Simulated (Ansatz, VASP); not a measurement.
# Bi4Br2O5 (Bi4Br2O5 (P2_1)) in two plane-wave programs

Wanted: the spread between two codes on one cell, functional and k mesh. The structure shown is the start of the Ansatz relaxation below; VASP solves that cell, so the two are compared at the walk's first step.

Calculated with Ansatz 0.2.0; plane waves, with VASP 6.6.1 beside it; single point at PBEsol.

### 1. The starting structure

The cell holds 44 atoms: 16 Bi, 8 Br and 20 O. Cell: a = 10.939 Å, b = 5.650 Å, c = 14.600 Å, α = 90.0°, β = 98.0°, γ = 90.0°.

### 2. Ansatz: relaxation, PBEsol

Ansatz runs on its default PAW (the set named soft_2) files.

The two programs are compared at the cell with which this relaxation starts, whose forces are those of its first step.

The input, input.yaml:

```yaml
crystal:
  lattice:
    - [10.9390694, 0.0, 0.0]
    - [0.0, 5.6502558, 0.0]
    - [-2.0380446, 0.0, 14.4572122]
  atoms:
    - { symbol: Bi, position: [0.20937432, 0.76645006, 0.1500441] }
    - { symbol: Bi, position: [0.79062568, 0.26645006, 0.8499559] }
    - { symbol: Bi, position: [0.35280992, 0.26852423, 0.30397924] }
    - { symbol: Bi, position: [0.64719008, 0.76852423, 0.69602076] }
    - { symbol: Bi, position: [0.26581102, 0.71920422, 0.8819627] }
    - { symbol: Bi, position: [0.73418898, 0.21920422, 0.1180373] }
    - { symbol: Bi, position: [0.4037115, 0.16392828, 0.04394606] }
    - { symbol: Bi, position: [0.5962885, 0.66392828, 0.95605394] }
    - { symbol: Bi, position: [0.56210863, 0.68926009, 0.21849151] }
    - { symbol: Bi, position: [0.43789137, 0.18926009, 0.78150849] }
    - { symbol: Bi, position: [0.72410417, 0.25096894, 0.37271609] }
    - { symbol: Bi, position: [0.27589583, 0.75096894, 0.62728391] }
    - { symbol: Bi, position: [0.92181331, 0.76089372, 0.54326783] }
    - { symbol: Bi, position: [0.07818669, 0.26089372, 0.45673217] }
    - { symbol: Bi, position: [0.09374522, 0.25782589, 0.70689439] }
    - { symbol: Bi, position: [0.90625478, 0.75782589, 0.29310561] }
    - { symbol: Br, position: [0.2165568, 0.76474875, 0.38041848] }
    - { symbol: Br, position: [0.7834432, 0.26474875, 0.61958152] }
    - { symbol: Br, position: [0.38350396, 0.28489202, 0.55253693] }
    - { symbol: Br, position: [0.61649604, 0.78489202, 0.44746307] }
    - { symbol: Br, position: [0.05140982, 0.26357172, 0.22474696] }
    - { symbol: Br, position: [0.12565813, 0.2800013, 0.94260259] }
    - { symbol: Br, position: [0.87434187, 0.7800013, 0.05739741] }
    - { symbol: Br, position: [0.94859018, 0.76357172, 0.77525304] }
    - { symbol: O, position: [0.30278679, 0.80712041, 0.03424105] }
    - { symbol: O, position: [0.69721321, 0.30712041, 0.96575895] }
    - { symbol: O, position: [0.34662316, 0.51551828, 0.19382789] }
    - { symbol: O, position: [0.65337684, 0.01551828, 0.80617211] }
    - { symbol: O, position: [0.34962032, 0.01722681, 0.19612251] }
    - { symbol: O, position: [0.65037968, 0.51722681, 0.80387749] }
    - { symbol: O, position: [0.5408347, 0.31893056, 0.29299557] }
    - { symbol: O, position: [0.4591653, 0.81893056, 0.70700443] }
    - { symbol: O, position: [0.57710644, 0.47850574, 0.09563173] }
    - { symbol: O, position: [0.42289356, 0.97850574, 0.90436827] }
    - { symbol: O, position: [0.5768518, 0.97588323, 0.09008436] }
    - { symbol: O, position: [0.4231482, 0.47588323, 0.90991564] }
    - { symbol: O, position: [0.07762326, 0.50272958, 0.57933764] }
    - { symbol: O, position: [0.92237674, 0.00272958, 0.42066236] }
    - { symbol: O, position: [0.07990386, 0.01878156, 0.58000697] }
    - { symbol: O, position: [0.92009614, 0.51878156, 0.41999303] }
    - { symbol: O, position: [0.74584938, 0.99568185, 0.26386267] }
    - { symbol: O, position: [0.24896972, 0.00725075, 0.7407359] }
    - { symbol: O, position: [0.75103028, 0.50725075, 0.2592641] }
    - { symbol: O, position: [0.25415062, 0.49568185, 0.73613733] }
basis:
  ecutwfc: 420
  xc_grid: 2
hamiltonian:
  xc: pbesol
kpoints:
  mp_grid: { grid: [3, 5, 2] }
scf:
  occupations: { method: fermi_dirac, width: 0.01 }
  max_iter: 150
output:
  forces: true
  stress: true
relax:
  f_tol: 0.01
  max_steps: 60
  cell: {}
checkpoint:
  write: "../pbesol.run"
  compress: false
  write_wavefunctions: false
  write_every: 100000
```

Launch:

```
> ansatz run input.yaml --threads 4 --pin off --max-ram 6594MiB --backend cpu --events-out ev --progress --plain --runs-dir out
```

Numbers of over 12 decimals in the logs are rounded to 6 here.

The log of the run:

```text
Engine: ansatz 0.2.0, x86_64-unknown-linux-gnu
Pseudopotentials: kind: paw
Pseudopotential: Bi, paw, valence charge 15, recommended cutoff 420 eV (normal), Bi.paw.azcp
Pseudopotential: Br, paw, valence charge 7, recommended cutoff 420 eV (normal), Br.paw.azcp
Pseudopotential: O, paw, valence charge 6, recommended cutoff 420 eV (normal), O.paw.azcp
Functional definition: PBEsol
  exchange = pbesol_x
  correlation = pbesol_c
Crystal: 44 atoms, lattice volume = 893.579 Å³
Basis set: ecut = 420 eV, 17523 PW (Γ), exchange–correlation on 150×80×200 points (8 copies of the dense FFT grid, shifted against one another)
Bands: 252, of which v1, the nominal top of the filled ones, is band 208 counted from 1 (207 counted from 0)
Symmetry: 2 space group operations
Space group: P21 (ITA 4), of the structure as read, at distance tolerance 9.6e-5 Å
k-points: 12 of 30 (time reversal used)
Non-local potential: Bi, projectors of the file, l = 0: 2, l = 1: 2, l = 2: 2, l = 3: 2
Non-local potential: Br, projectors of the file, l = 0: 2, l = 1: 2, l = 2: 2
Non-local potential: O, projectors of the file, l = 0: 2, l = 1: 2, l = 2: 1
PAW form: soft (Blöchl's): semilocal exchange-correlation on the pseudo side does not see the compensation charge
PAW frozen core: Bi, regenerated for the run's functional, and the local potential with it (the file was generated under x = pbe(κ = 0.804, μ = 0.219515), c = pbe(β = 0.066725))
PAW frozen core: Br, regenerated for the run's functional, and the local potential with it (the file was generated under x = pbe(κ = 0.804, μ = 0.219515), c = pbe(β = 0.066725))
PAW frozen core: O, regenerated for the run's functional, and the local potential with it (the file was generated under x = pbe(κ = 0.804, μ = 0.219515), c = pbe(β = 0.066725))
PAW one-centre angular grid: Bi, 590 points (default); XC on 64 Gauss nodes
PAW one-centre angular grid: Br, 110 points (default); XC on 64 Gauss nodes
PAW one-centre angular grid: O, 110 points (default); XC on 64 Gauss nodes
Initial density: superposition of atomic densities (neutral atoms: chi_scale 0, normalization atom), corrected by the library's trained network
Initial wavefunctions: pseudopotential atomic-orbital guess
Functional: x = pbesol(κ = 0.804, μ = 0.123457), c = pbesol(β = 0.046)
SCF iter   1: F=—  HF=-228983.664571 eV  |F-HF|=—  |Δ(HF+E_count)|=         —  Δρ=1.17e-2  dr2=1.14e0  ethr=1.77e-3  ⟨swp⟩=6.7  Hψ=12451  notcnv=0  defer=1
preconditioner: auto → Resta (q_TF=auto, 2.402 Å⁻¹)  ε∞=3.2  [insulator: Δε(μ)=2.526 eV  Ē_g=16.932 eV  σ=0.010 eV  W_gap=1.00  n_scr=206 (ndim 8)  ℏωp=25.3 eV  f_vac=0.053  D(μ)=0.00/eV (n_scr^D=0)  ε∞_Penn≈3.2]
SCF iter   2: F=—  HF=-228983.455626 eV  |F-HF|=—  |Δ(HF+E_count)|=   2.09e-1  Δρ=5.11e-3  dr2=2.69e-1  ethr=2.74e-4  ⟨swp⟩=2.3  Hψ=5080  notcnv=0  defer=457
SCF iter   3: F=—  HF=-228983.409523 eV  |F-HF|=—  |Δ(HF+E_count)|=   4.61e-2  Δρ=1.23e-3  dr2=1.54e-2  ethr=6.47e-5  ⟨swp⟩=3.0  Hψ=4157  notcnv=0  defer=457
SCF iter   4: F=—  HF=-228983.408023 eV  |F-HF|=—  |Δ(HF+E_count)|=   1.50e-3  Δρ=4.58e-4  dr2=1.53e-3  ethr=3.70e-6  ⟨swp⟩=3.8  Hψ=5394  notcnv=0  defer=457
SCF iter   5: F=—  HF=-228983.408412 eV  |F-HF|=—  |Δ(HF+E_count)|=   3.89e-4  Δρ=3.47e-4  dr2=1.12e-3  ethr=3.68e-7  ⟨swp⟩=2.4  Hψ=4116  notcnv=0  defer=457
SCF iter   6: F=—  HF=-228983.408286 eV  |F-HF|=—  |Δ(HF+E_count)|=   1.26e-4  Δρ=8.80e-5  dr2=7.09e-5  ethr=2.68e-7  ⟨swp⟩=2.1  Hψ=4024  notcnv=0  defer=457
SCF iter   7: F=—  HF=-228983.406699 eV  |F-HF|=—  |Δ(HF+E_count)|=   1.59e-3  Δρ=2.50e-5  dr2=4.85e-6  ethr=1.70e-8  ⟨swp⟩=2.4  Hψ=4391  notcnv=0  defer=457
SCF iter   8: F=—  HF=-228983.406704 eV  |F-HF|=—  |Δ(HF+E_count)|=   4.77e-6  Δρ=1.62e-5  dr2=2.58e-6  ethr=1.17e-9  ⟨swp⟩=2.6  Hψ=4113  notcnv=0  defer=457
SCF iter   9: F=—  HF=-228983.406704 eV  |F-HF|=—  |Δ(HF+E_count)|=   7.27e-8  Δρ=7.07e-6  dr2=4.59e-7  ethr=6.19e-10  ⟨swp⟩=2.1  Hψ=4079  notcnv=0  defer=457
SCF iter  10: F=-228983.406704 eV  HF=-228983.406704 eV  |F-HF|=2.97e-8  |Δ(HF+E_count)|=   1.74e-8  Δρ=1.57e-6  dr2=2.36e-8  ethr=2.40e-11  ⟨swp⟩=6.0  Hψ=9627  notcnv=0
SCF 1 converged in 10 iterations: F = -228983.406704 eV  dr2 = 2.36e-8
  greatest PAW one-centre occupation: 0.991 electrons in one spin orbital (limit 2), on the Bi atom at site 15 (counted from 0), in its partial waves of l = 2
relax step   1: F+E_penalty+E_count = -228983.40670384 eV  Δ(F+E_penalty+E_count) = +0.000e0 eV  max|allowed force component| = 1.067e-1 eV/Å  Δτ_max = 0.0000 Å  P = -0.906 GPa  Ω = 893.579 Å³  (10 SCF iters, dr2 threshold 1.00e-7 eV, accepted)
Crystal: 44 atoms, lattice volume = 870.607 Å³
Basis set: ecut = 420 eV, 17021 PW (Γ), exchange–correlation on 150×80×200 points (8 copies of the dense FFT grid, shifted against one another)
Initial density: handed on by an earlier stage of this run
[...]
SCF iter   3: F=—  HF=-228983.494608 eV  |F-HF|=—  |Δ(HF+E_count)|=   6.78e-8  Δρ=3.14e-6  dr2=2.06e-8  ethr=2.32e-11  ⟨swp⟩=2.0  Hψ=4042  notcnv=0
SCF iter   4: F=—  HF=-228983.494608 eV  |F-HF|=—  |Δ(HF+E_count)|=   1.81e-8  Δρ=3.30e-7  dr2=6.83e-10  ethr=4.95e-12  ⟨swp⟩=2.2  Hψ=4563  notcnv=0
[...]
SCF converged after 5 iterations
Free energy (F): -228983.494608 eV
Harris-Foulkes:  -228983.494608 eV  (|F-HF|=2.91e-11)
Internal energy: -228983.494608 eV  (E = F + TS)
E sigma→0 (E₀):  -228983.494608 eV
Fermi energy:    8.568091 eV
--- Per-component energies (eV) ---
  E_band       = -1955.496858
  E_kinetic    = 9378.063951
  E_local      = -43179.020652  (includes V_loc(G=0)·N_el)
  E_nonlocal   = 10594.512560
  E_hartree    = 15841.824914
  E_xc         = -5961.273926
  E_vxc        = -5014.258141  (∫ρ·V_xc dr)
  E_paw        = -188826.789291  (= ΣΔE_a)
  E_vpaw       = -5418.485071  (= ΣTr[D̂ρ^β])
  E_aug_tail   = 0.040713  (compensation charges beyond the density's cutoff)
  E_ewald      = -26833.732834
  E_core_change = 2.879956  (= ΣΔE_core)
  E_smearing   = -0.000000  (= −TS)
  E_closure    = -0.000000  (closes the sum)
  Σ components = -228983.494608   (vs F -228983.494608, Δ=0.00e0)
--- Forces (eV/Å), atoms counted from 1 ---
  atom   1  Bi     0.00220253     0.00042254     0.00141385
  atom   2  Bi    -0.00220253     0.00042254    -0.00141385
  atom   3  Bi    -0.00242794    -0.00132567     0.00119130
  atom   4  Bi     0.00242794    -0.00132567    -0.00119130
  atom   5  Bi     0.00358000     0.00047043    -0.00186663
  atom   6  Bi    -0.00358000     0.00047043     0.00186663
  atom   7  Bi     0.00097555     0.00278006     0.00183677
  atom   8  Bi    -0.00097555     0.00278006    -0.00183677
  atom   9  Bi     0.00220265     0.00003595    -0.00168289
  atom  10  Bi    -0.00220265     0.00003595     0.00168289
  atom  11  Bi     0.00073528     0.00080292    -0.00136018
  atom  12  Bi    -0.00073528     0.00080292     0.00136018
  atom  13  Bi    -0.00084076     0.00040299    -0.00096929
  atom  14  Bi     0.00084076     0.00040299     0.00096929
  atom  15  Bi     0.00247287    -0.00069659    -0.00222798
  atom  16  Bi    -0.00247287    -0.00069659     0.00222798
  atom  17  Br    -0.00045870     0.00025786     0.00020783
  atom  18  Br     0.00045870     0.00025786    -0.00020783
  atom  19  Br    -0.00039266    -0.00043977    -0.00020299
  atom  20  Br     0.00039266    -0.00043977     0.00020299
  atom  21  Br    -0.00055758    -0.00003256    -0.00067831
  atom  22  Br     0.00017691    -0.00008554     0.00091842
  atom  23  Br    -0.00017691    -0.00008554    -0.00091842
  atom  24  Br     0.00055758    -0.00003256     0.00067831
[...]
atom  37  O     -0.00033259    -0.00018953     0.00012844
  atom  38  O      0.00033259    -0.00018953    -0.00012844
  atom  39  O     -0.00072946    -0.00052952    -0.00053830
  atom  40  O      0.00072946    -0.00052952     0.00053830
  atom  41  O      0.00164649    -0.00019857     0.00059881
  atom  42  O     -0.00113443     0.00009376    -0.00145376
  atom  43  O      0.00113443     0.00009376     0.00145376
  atom  44  O     -0.00164649    -0.00019857    -0.00059881
  max |Σ_I F_I| component: 1.34e-7 eV/Å
--- Stress (GPa, compression-positive) ---
       -0.006557      -0.000000       0.001941
       -0.000000       0.001288      -0.000000
        0.001941      -0.000000      -0.000696
  P = ⅓ Tr σ = -0.0020 GPa (-0.020 kbar)
--- Relaxed structure (12 steps of the walk, 12 accepted, 2 SCFs on fresh bases) ---
  F+E_penalty+E_count = -228983.49460802 eV   max|allowed force component| = 3.580e-3 eV/Å   (the final SCF, on the basis selected at the relaxed cell)
  cell:  # Å, volume = 873.6951 Å³
    - [10.820221, 0.0, 0.035059]
    - [0.0, 5.621325, 0.0]
    - [-1.969568, 0.0, 14.357937]
  atoms:
    - { symbol: Bi, position: [0.206673, 0.767708, 0.152926] }
    - { symbol: Bi, position: [0.793327, 0.267708, 0.847074] }
    - { symbol: Bi, position: [0.349407, 0.269284, 0.305566] }
    - { symbol: Bi, position: [0.650593, 0.769284, 0.694434] }
    - { symbol: Bi, position: [0.263220, 0.721628, 0.881706] }
    - { symbol: Bi, position: [0.736780, 0.221628, 0.118294] }
    - { symbol: Bi, position: [0.402518, 0.169528, 0.044120] }
    - { symbol: Bi, position: [0.597482, 0.669528, 0.955880] }
    - { symbol: Bi, position: [0.561384, 0.693114, 0.219062] }
    - { symbol: Bi, position: [0.438616, 0.193114, 0.780938] }
    - { symbol: Bi, position: [0.724820, 0.252226, 0.374646] }
    - { symbol: Bi, position: [0.275180, 0.752226, 0.625354] }
    - { symbol: Bi, position: [0.919608, 0.761356, 0.543352] }
    - { symbol: Bi, position: [0.080392, 0.261356, 0.456648] }
    - { symbol: Bi, position: [0.092623, 0.258177, 0.708253] }
    - { symbol: Bi, position: [0.907377, 0.758177, 0.291747] }
    - { symbol: Br, position: [0.214947, 0.763584, 0.381851] }
    - { symbol: Br, position: [0.785053, 0.263584, 0.618149] }
    - { symbol: Br, position: [0.378817, 0.280897, 0.550194] }
    - { symbol: Br, position: [0.621183, 0.780897, 0.449806] }
    - { symbol: Br, position: [0.049857, 0.262520, 0.225350] }
    - { symbol: Br, position: [0.123741, 0.275525, 0.937713] }
    - { symbol: Br, position: [0.876259, 0.775525, 0.062287] }
    - { symbol: Br, position: [0.950143, 0.762520, 0.774650] }
    - { symbol: O, position: [0.297353, 0.810979, 0.034906] }
    - { symbol: O, position: [0.702647, 0.310979, 0.965094] }
    - { symbol: O, position: [0.343423, 0.509998, 0.192338] }
    - { symbol: O, position: [0.656577, 0.00999828, 0.807662] }
    - { symbol: O, position: [0.351456, 0.011770, 0.199442] }
    - { symbol: O, position: [0.648544, 0.511770, 0.800558] }
    - { symbol: O, position: [0.538767, 0.322844, 0.296414] }
    - { symbol: O, position: [0.461233, 0.822844, 0.703586] }
    - { symbol: O, position: [0.576267, 0.479046, 0.095153] }
    - { symbol: O, position: [0.423733, 0.979046, 0.904847] }
    - { symbol: O, position: [0.576748, 0.976711, 0.089364] }
    - { symbol: O, position: [0.423252, 0.476711, 0.910636] }
    - { symbol: O, position: [0.077959, 0.503997, 0.579525] }
    - { symbol: O, position: [0.922041, 0.00399712, 0.420475] }
    - { symbol: O, position: [0.081107, 0.017565, 0.580367] }
    - { symbol: O, position: [0.918893, 0.517565, 0.419633] }
    - { symbol: O, position: [0.744428, 0.994567, 0.263672] }
    - { symbol: O, position: [0.248679, 0.00487515, 0.741832] }
    - { symbol: O, position: [0.751321, 0.504875, 0.258168] }
    - { symbol: O, position: [0.255572, 0.494567, 0.736328] }
```

The column dr2 measures how far the density is from self-consistency, as an energy; F and HF (Harris–Foulkes) agree once it is small.

(Continued in part 2 of 2.)

[Lines on the potential files, build, host, timing and source positions are cut from VASP's logs without a mark.]

[Logs are printed without paths, hosts, clocks, repeated set-up lines and the standing remarks that a program may print on its own settings, such as how far it seeks lower states.]

[Hosts, paths, dates, database ids (printed as entryN), source tags and the programs' standing remarks are cut or masked in the printed files.]
